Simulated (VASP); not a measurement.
Runs of VASP 6.6.1 on Y. The cell holds a slab with vacuum, 3 atoms: a = 3.651 Å, b = 3.651 Å, c = 20.747 Å, α = 90.00°, β = 90.00°, γ = 120.00°. 

```tsv
level	potentials or basis	other keys	gap on the mesh (eV)	largest force (eV/Å)	work function (eV)
revPBE	VASP PAW PBE potentials, release 64 (Y_sv)	-	none	(c)	3.18
PBEsol	VASP PAW PBE potentials, release 64 (Y_sv)	-	none	(b)	3.33
PW91	VASP PAW PBE potentials, release 64 (Y_sv)	-	none	0.23	3.30
LDA	VASP PAW LDA potentials, release 64 (Y_sv)	-	none	0.48	3.45
LDA	VASP PAW LDA potentials, release 64 (Y_sv)	ADDGRID = yes	none	0.48	3.45
RPBE	VASP PAW PBE potentials, release 64 (Y_sv)	-	none	0.08	(a)
```

Alike in all rows: task work function; no spin polarisation; cell as given; k mesh 8 × 8 × 1; cutoff (eV) 520; smearing fermi-dirac 0.05 eV.

Estimate the missing entries.

(a) 3.17; (b) 0.34; (c) 0.12.

Caveats: the PAW data sets were made with another functional, which shifts forces and pressure a little (some runs).

A k mesh can miss the band edges, and the runs leave out spin-orbit coupling on Y.

A gap of «none» marks a metal or a gap under the smearing width.

Runs at the PBE level aren't shown here.
